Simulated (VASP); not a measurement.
Calculation: r2SCAN+rVV10, VASP's PBE PAW potentials (set 64) (plane waves; VASP).

The input files of a VASP run:

**KPOINTS**
```
Automatic mesh
0
gamma
  10 10 10
0 0 0
```

### POSCAR
```
NaF
1
    0.0000000000     2.3197494080     2.3197494080
    2.3197494080     0.0000000000     2.3197494080
    2.3197494080     2.3197494080     0.0000000000
Na F
1 1
Direct
  0.0000000000   0.0000000000   0.0000000000
  0.5000000000   0.5000000000   0.5000000000
```

### INCAR
```
PREC  =  Accurate
SIGMA  =  0.05   # width (eV)
ISMEAR  =  0
LWAVE  =  .FALSE.
LREAL  =  .FALSE.   # projection in real space or not
ENCUT  =  520   # plane-wave cut-off (eV)
LUSE_VDW  =  .TRUE.
BPARAM  =  11.95
LASPH  =  .TRUE.
METAGGA  =  R2SCAN
SYSTEM  =  NaF
LMIXTAU  =  .TRUE.
ALGO  =  Normal
LCHARG  =  .FALSE.
CPARAM  =  0.0093
NELM  =  100   # most electronic steps
ISIF  =  2   # forces and stress, cell fixed
EDIFF  =  1E-7   # SCF stop (eV)
```

POTCAR, in this order: Na_pv F (PBE.64 set). Program: vasp_std.

Q: Predict the energy per atom (σ→0), pressure, band gap (on the k-mesh).

A: 
| Quantity | Value |
|---|---|
| energy per atom (σ→0) | -6.039 eV/atom |
| band gap (on the k-mesh) | 7.07 eV |
| pressure | -2.84 GPa |

**OSZICAR**
```
...
DAV:  16    -0.120784768682E+02   -0.99038E-04   -0.83930E-05  1034   0.132E-01    0.162E-02
DAV:  17    -0.120784701003E+02    0.67679E-05   -0.26468E-05  1124   0.643E-02    0.176E-03
DAV:  18    -0.120784687220E+02    0.13783E-05   -0.49470E-06  1034   0.311E-02    0.328E-03
DAV:  19    -0.120784665224E+02    0.21995E-05   -0.20941E-06  1037   0.239E-02    0.740E-04
DAV:  20    -0.120784655090E+02    0.10135E-05   -0.14466E-07  1100   0.530E-03    0.337E-04
DAV:  21    -0.120784658479E+02   -0.33895E-06   -0.66799E-09   643   0.143E-03    0.139E-04
DAV:  22    -0.120784658190E+02    0.28895E-07   -0.36944E-09   565   0.770E-04
   1 F= -.12078466E+02 E0= -.12078466E+02  d E =-.188466E-23
```

The compound is NaF in the rock salt structure. This cell is one point of a volume scan, at 1.06 of the reference volume.
